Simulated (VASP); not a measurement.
An input for Quantum ESPRESSO's pw.x (written as the equivalent of a VASP run, and not itself run):

```
&CONTROL
  calculation = 'vc-relax'
  pseudo_dir = './pseudo'
  outdir = './out'
  tprnfor = .true.
  tstress = .true.
  nstep = 60
  forc_conv_thr = 0.00039
/
&SYSTEM
  ibrav = 0
  nat = 2
  ntyp = 2
  ecutwfc = 74
  occupations = 'smearing'
  smearing = 'gaussian'
  degauss = 0.003675
  input_dft = 'vdw-df2'
/
&ELECTRONS
  conv_thr = 7.3e-08
  electron_maxstep = 100
/
&IONS
/
&CELL
/
ATOMIC_SPECIES
  Li 6.940 Li.upf
  Br 79.904 Br.upf
CELL_PARAMETERS angstrom
     0.0000000    2.7500000    2.7500000
     2.7500000    0.0000000    2.7500000
     2.7500000    2.7500000    0.0000000
ATOMIC_POSITIONS crystal
  Li   0.0000000  0.0000000  0.0000000
  Br   0.5000000  0.5000000  0.5000000
K_POINTS automatic
  8 8 8 0 0 0
```

Question: Translate this input to VASP (INCAR, KPOINTS, POSCAR, choice of POTCAR).

Answer: One answer among several that fit: 
INCAR:
```
# general
SYSTEM    =  LiBr
PREC      =  Accurate
ENCUT     =  520
LREAL     =  .FALSE.   # projection in real space or not
LASPH     =  .TRUE.

# electronic loop
EDIFF     =  1E-6
NELM      =  100   # most electronic steps
ALGO      =  Normal   # blocked Davidson
LMAXMIX   =  4

# smearing
ISMEAR    =  0   # Gaussian
SIGMA     =  0.05   # width (eV)

# functional
GGA       =  ML
LUSE_VDW  =  .TRUE.
AGGAC     =  0.0
ZAB_VDW   =  -1.8867

# ions
IBRION    =  2   # conjugate gradients
NSW       =  60
ISIF      =  3
EDIFFG    =  -0.01

# output
LWAVE     =  .FALSE.
LCHARG    =  .FALSE.
```

File POSCAR:
```
LiBr
1
    0.0000000000     2.7500000000     2.7500000000
    2.7500000000     0.0000000000     2.7500000000
    2.7500000000     2.7500000000     0.0000000000
Li Br
1 1
Direct
  0.0000000000   0.0000000000   0.0000000000
  0.5000000000   0.5000000000   0.5000000000
```

### KPOINTS
```
Automatic mesh
0
Gamma
8 8 8
0 0 0
```

POTCAR, in this order: Li_sv Br (PBE.64 set). Program: vasp_std.

What does not carry over: the potentials are each code's own (VASP's PAW set, PseudoDojo norm-conserving files in pw.x), so ENCUT and ecutwfc are chosen apart and not converted; conv_thr bounds pw.x's estimated SCF error, while EDIFF bounds the energy change between steps; forc_conv_thr acts on force components and is met together with etot_conv_thr.

The compound is LiBr in the rock salt structure. This run relaxes it. Symmetry was kept, so distortions that lower it aren't found.
